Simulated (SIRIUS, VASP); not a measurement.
Given: the input of a run of VASP 6.6.1 on AgRh. The cell comes from a database or a generator and needn't be the stable form of this composition.

File INCAR:

```
  ALGO = Normal
  EDIFF = 1E-7
  ENCUT = 520
  GGA = PS
  ISIF = 2
  ISMEAR = -1
  LASPH = True
  LCHARG = False
  LREAL = False
  LWAVE = False
  NBANDS = 20
  NELM = 60
  PREC = Accurate
  SIGMA = 0.05
```

KPOINTS

```
k-points
0
Gamma
  11 11 6
```

The input POSCAR:

```
AgRh
1.0
    2.7775881998      0.0000000000      0.0000000000
   -1.3887940999      2.4054619423      0.0000000000
    0.0000000000      0.0000000000      4.8086020000
Ag Rh
1 1
Direct
    0.0000000000      0.0000000000      0.5000000000
    0.6666666667      0.3333333333      0.0000000000
```

Potentials or basis: VASP PAW PBE potentials, release 64 (Ag, Rh_pv).

Run with:

```sh
$ cat potpaw_PBE.64/Ag/POTCAR potpaw_PBE.64/Rh_pv/POTCAR > POTCAR
$ mpirun -np 1 vasp_std > vasp.out
```

**Question.** Translate it to SIRIUS 7.12.0. Potentials or basis there: PseudoDojo 0.4.1 PBEsol standard (scalar relativistic), cutoff 1202 eV.

**Answer.** As run (cutoffs and basis follow the program's own potentials, and thresholds, step limits or extra output files can differ):

The input sirius.json:

```json
{
  "control": {
    "processing_unit": "cpu",
    "verbosity": 2,
    "num_bands_to_print": 27,
    "print_forces": true,
    "print_stress": true
  },
  "parameters": {
    "electronic_structure_method": "pseudopotential",
    "xc_functionals": ["XC_GGA_X_PBE_SOL", "XC_GGA_C_PBE_SOL"],
    "gk_cutoff": 9.4,
    "pw_cutoff": 18.8,
    "ngridk": [11, 11, 6],
    "shiftk": [0, 0, 0],
    "smearing": "fermi_dirac",
    "smearing_width": 0.0018374661,
    "num_bands": 27,
    "num_mag_dims": 0,
    "num_dft_iter": 100,
    "energy_tol": 1e-08,
    "density_tol": 1e-06
  },
  "iterative_solver": {
    "type": "davidson",
    "min_tolerance": 1e-10
  },
  "mixer": {
    "type": "anderson",
    "beta": 0.7,
    "max_history": 8
  },
  "settings": {
    "tol_ne": 1e-10,
    "pseudo_grid_cutoff": 6.5
  },
  "unit_cell": {
    "lattice_vectors": [
      [5.248880984614, 0.0, 0.0],
      [-2.624440492307, 4.545664274157, 0.0],
      [0.0, 0.0, 9.086940822328]
    ],
    "atom_coordinate_units": "lattice",
    "atom_types": ["Ag", "Rh"],
    "atom_files": {
      "Rh": "Rh.json",
      "Ag": "Ag.json"
    },
    "atoms": {
      "Ag": [
        [0.0, 0.0, 0.5]
      ],
      "Rh": [
        [0.6666666667, 0.3333333333, 0.0]
      ]
    }
  }
}
```

Potentials or basis: PseudoDojo 0.4.1 PBEsol standard (scalar relativistic).

Run with:

```sh
$ upf_to_json Rh.upf
$ upf_to_json Ag.upf
$ OMP_NUM_THREADS=1 sirius.scf --input=sirius.json --output=out.json --task=0
```

Both were run:

|  | VASP | SIRIUS |
| --- | --- | --- |
| Pressure | -10.7 GPa | -10.5 GPa |

The potentials hold 26 and 36 valence electrons a cell.

VASP's potentials were made for PBE.

The cell lies far from this level's equilibrium.

Pressure is positive in compression.
